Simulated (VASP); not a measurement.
Data:

```
SnTe
1.0
    0.00000     3.20357     3.20357
    3.20357     0.00000     3.20357
    3.20357     3.20357     0.00000
Sn Te
1 1
Direct
  0.00000   0.00000   0.00000
  0.50000   0.50000   0.50000
```

Method: PBE GGA, VASP's PBE PAW potentials (set 64) (plane waves; VASP 6.6.1). Run with 520 eV cut-off, 7×7×7 Γ-centred mesh, Gaussian smearing of 0.050 eV, potentials Sn_d Te.

Give the energy at these volumes per atom, relative to the lowest: 30.90, 31.88, 32.87, 33.85, 34.84 Å³.

16.8, 4.0, 0.0, 3.4, 13.3 meV/atom. A third-order Birch-Murnaghan fit gives B0 = 40.3 GPa and B0′ = 4.3.

Measured: bulk modulus 37.8 GPa (computed value off by +6.6 %), as given by Cormac Toher et al., Physical Review Materials (2017), arXiv:1611.05714; a 6.316 Å (computed value off by +1.4 %), as given by Ayanesh Maiti et al., Applied Physics Letters (2022), arXiv:2109.01420. The calculation is for a static lattice, while the measured bulk modulus, a hold thermal and zero-point effects, which are part of the difference.

The compound is SnTe in the rock salt structure, which distorts at low temperature. It was relaxed first.
